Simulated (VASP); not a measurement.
Consider the following.

```yaml
crystal:
  lattice:
    - [5.80685, 0.00000, 0.00000]
    - [-2.90342, 5.02888, 0.00000]
    - [0.00000, 0.00000, 4.28978]
  atoms:
    - { symbol: Sc, position: [0.33333, 0.66667, 0.75000] }
    - { symbol: Sc, position: [0.66667, 0.33333, 0.25000] }
    - { symbol: Zn, position: [0.84266, 0.68533, 0.75000] }
    - { symbol: Zn, position: [0.15734, 0.31467, 0.25000] }
    - { symbol: Zn, position: [0.15734, 0.84266, 0.25000] }
    - { symbol: Zn, position: [0.84266, 0.15734, 0.75000] }
    - { symbol: Zn, position: [0.31467, 0.15734, 0.75000] }
    - { symbol: Zn, position: [0.68533, 0.84266, 0.25000] }
```

Method: LDA (Ceperley-Alder, Perdew-Zunger), VASP's LDA PAW potentials (set 64) (plane waves; VASP). Settings: 300 eV cut-off, 5×5×5 Γ-centred mesh, Fermi-Dirac smearing of 0.050 eV, potentials Sc_sv Zn.

At this cut-off the stress carries a Pulay error, which pulls relaxed volumes low.

### Question
Give the stress tensor in GPa (positive for a compressed cell).

### Answer

```
-3.19   0.00   0.00
 0.00  -3.19   0.00
 0.00   0.00  -3.62
```
The pressure is its mean diagonal, -3.34 GPa.

The structure comes from a computed database's ScZn3 entry (P6_3/mmc); how it stands against other phases isn't given here. The cell was not relaxed at this level.
